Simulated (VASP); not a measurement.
An input for Ansatz (written as the equivalent of a VASP run, and not itself run):

Ansatz 0.2 input:
```yaml
crystal:
  lattice:
    - [-1.8732973, 1.8732973, 4.7324722]
    - [1.8732973, -1.8732973, 4.7324722]
    - [1.8732973, 1.8732973, -4.7324722]
  atoms:
    - { symbol: Ti, position: [0.7500000, 0.2500000, 0.5000000] }
    - { symbol: Ti, position: [0.0000000, 0.0000000, 0.0000000] }
    - { symbol: O, position: [0.5418857, 0.0418857, 0.5000000] }
    - { symbol: O, position: [0.7918857, 0.7918857, 0.0000000] }
    - { symbol: O, position: [0.2081143, 0.2081143, 0.0000000] }
    - { symbol: O, position: [0.9581143, 0.4581143, 0.5000000] }
kpoints:
  mp_grid: { grid: [9, 9, 9] }
hamiltonian:
  xc: lda
  pseudopotentials: { kind: paw }
scf:
  occupations: { method: tetrahedron }
  max_iter: 100
output: { forces: true, stress: true, eigenvalues: true }
```

**Question.** Translate this input to VASP (INCAR, KPOINTS, POSCAR, choice of POTCAR).

**Answer.** Several could match; the one computed here: 
POSCAR:
```
TiO2
9.4649440
 -0.1979195295   0.1979195295   0.5000000182
  0.1979195295  -0.1979195295   0.5000000182
  0.1979195295   0.1979195295  -0.5000000182
Ti O
2 4
Cartesian
 -0.0000000000   0.1979195295   0.2500000091
  0.0000000000   0.0000000000   0.0000000000
 -0.0000000000   0.1979195295   0.0418857084
 -0.0000000000   0.0000000000   0.7918857357
 -0.0000000000   0.0000000000   0.2081143007
  0.0000000000   0.1979195295   0.4581143098
```

### INCAR
```
! general
SYSTEM  = TiO2
PREC    = Accurate
ENCUT   = 520
LREAL   = .FALSE.
LASPH   = .TRUE.   ! aspherical one-centre terms

! electronic loop
EDIFF   = 1E-7
NELM    = 100
ALGO    = Normal   ! blocked Davidson
LMAXMIX = 4

! smearing
ISMEAR  = -5   ! tetrahedra, Bloechl

! ions
ISIF    = 2   ! forces and stress, cell fixed

! output
LWAVE   = .FALSE.
LCHARG  = .TRUE.
LORBIT  = 11   ! lm-projected
NEDOS   = 601

! other
LEFG    = .TRUE.
```

**KPOINTS**
```
Automatic mesh
0
G
  9 9 9
0 0 0
```

POTCAR, in this order: Ti_sv O (LDA.64 set). Program: vasp_std.

Limits of the translation: each code has its own PAW files, so the cut-off isn't converted (ENCUT is set for VASP's; basis.ecutwfc is left out, and Ansatz then takes the one that its files recommend); Ansatz stops its SCF on the density residual and VASP on the energy change (EDIFF); Ansatz's lda is the Perdew-Wang form, while the LDA potentials of VASP carry Perdew-Zunger's; the field gradients of LEFG aren't asked of the other code.

The compound is TiO2 in the anatase structure, one of several forms; rutile is the usual stable one. It was relaxed first.
